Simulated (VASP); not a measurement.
H4CO, 36 atoms in the cell. The cell holds a amorphous, 36 atoms: a = 7.380 Å, b = 7.380 Å, c = 7.380 Å, α = 90.00°, β = 90.00°, γ = 90.00°. The cell was built by a generator and needn't be a form met in nature.

```yaml
Program: VASP 6.6.1
Task: single point
Functional: PBE
Potentials_or_basis: VASP PAW PBE potentials, release 64 (C, O, H)
Cutoff: 520 eV
k_mesh: 1 × 1 × 1
Occupations: fermi-dirac, width 0.05 eV
Spin: no spin polarisation
Dipole_correction: no
Further_INCAR_settings: LREAL = Auto; ALGO = Fast; EDIFF = 1e-06; NBANDS = 66
```

Potentials or basis: VASP PAW PBE potentials, release 64 (C, O, H).

Run with:

```console
$ cat potpaw_PBE.64/C/POTCAR potpaw_PBE.64/O/POTCAR potpaw_PBE.64/H/POTCAR > POTCAR
$ mpirun -np 1 vasp_gam > vasp.out
```

Hardware: 1 thread of Intel(R) Xeon(R) Platinum 8175M CPU @ 2.50GHz (Skylake/Cascade Lake), on a shared host.

Task: Estimate the wall time of this run.

Result: Wall time 2.3 min on 1 thread of Intel(R) Xeon(R) Platinum 8175M CPU @ 2.50GHz (Skylake/Cascade Lake), with other jobs on the host, peak memory 0.41 GiB. Counts: scf iterations 17, k points 1.
